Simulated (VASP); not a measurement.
```
Ba
1.0
    4.51387     0.00000     0.00000
   -2.25694     3.90913     0.00000
    0.00000     0.00000     7.49633
Ba
2
Cartesian
  0.00000   2.60609   1.87408
  2.25694   1.30304   5.62225
```

Computed with r2SCAN meta-GGA, VASP's PBE PAW potentials (set 64) (plane waves; VASP 6.6.1). Settings: 400 eV cut-off, 11×11×6 Γ-centred mesh, tetrahedra with Blöchl corrections, potentials Ba_sv.

Problem. Give the energies of bands 9 to 13 at the high-symmetry points, in eV from the Fermi level.

Solution. 
```
band      Γ      M      K      A      L     H
----  -----  -----  -----  -----  -----  ----
9     -2.88  -0.68  -0.02  -1.93  -0.73  0.21
10    -0.91  -0.36   0.14  -1.93  -0.73  0.21
11     0.81  -0.19   0.14   1.09   0.51  0.26
12     1.91   0.53   0.23   1.09   0.51  0.26
13     1.97   1.37   1.24   1.98   1.49  0.81
```

It has no gap at this level: it comes out as a metal or semimetal.

The structure was generated: Ba was put into the hcp type (P6_3/mmc), which need not be its known phase. It was relaxed first.
